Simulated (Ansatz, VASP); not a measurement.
## HfBr in VASP and in Ansatz

Contents of INCAR:

```
SYSTEM = HfBr
ALGO = Normal ; EDIFF = 1E-6
ENCUT = 520 ; GGA = PE
ISIF = 2 ; ISMEAR = 0
LASPH = .TRUE. ; LCHARG = .TRUE.
LELF = .TRUE. ; LREAL = .FALSE.
LVHAR = .TRUE. ; LWAVE = .FALSE.
NBANDS = 16 ; NELM = 80
PREC = Accurate ; SIGMA = 0.1
```

Contents of KPOINTS:

```
k-points
0
G
  6 6 6
  0 0 0
```

POSCAR

```
HfBr
1.0
    0.0000000000      3.0405826900      3.0405826900
    3.0405826900      0.0000000000      3.0405826900
    3.0405826900      3.0405826900      0.0000000000
Hf Br
1 1
Direct
    0.0000000000      0.0000000000      0.0000000000
    0.2500000000      0.2500000000      0.2500000000
```

Input for Ansatz:

```yaml
crystal:
  lattice:
    - [0.0, 3.04058269, 3.04058269]
    - [3.04058269, 0.0, 3.04058269]
    - [3.04058269, 3.04058269, 0.0]
  atoms:
    - { symbol: Hf, position: [0.0, 0.0, 0.0] }
    - { symbol: Br, position: [0.25, 0.25, 0.25] }
basis:
  ecutwfc: 420
kpoints:
  mp_grid: { grid: [6, 6, 6] }
hamiltonian:
  xc: pbe
scf:
  occupations: { method: gaussian, width: 0.1 }
  lower_state_search: "off"
output:
  forces: true
  stress: true
  eigenvalues: true
```

Change from the starting cell: species swapped into the CdS type (F-43m, No. 216).

Alike in both runs: task single point; functional PBE; k mesh 6 × 6 × 6; occupations gaussian, width 0.1 eV; no spin polarisation.

|  | VASP | Ansatz |
| --- | --- | --- |
| version | VASP 6.6.1 | Ansatz 0.2.0 |
| potentials or method | VASP PAW PBE potentials, release 64 (Hf_pv, Br) | scalar-relativistic, plane waves, PAW |
| plane-wave cutoff (eV) | 520 | 420 |
| valence electrons in the cell | 17 | 33 |

```csv
,VASP,Ansatz,Ansatz less VASP
gap on the k mesh at the Fermi level (eV),none,none,-
pressure (GPa),-1.2,-0.9,+0.33
```

A gap of «none» marks a metal or a gap that the smearing closes. The two sets of potentials don't hold the same shells in valence.

Caveats: an odd number of electrons without spin polarisation forces a metal; a magnetic or distorted state may lie lower. The runs have no spin-orbit coupling, so splittings on Hf are missing.
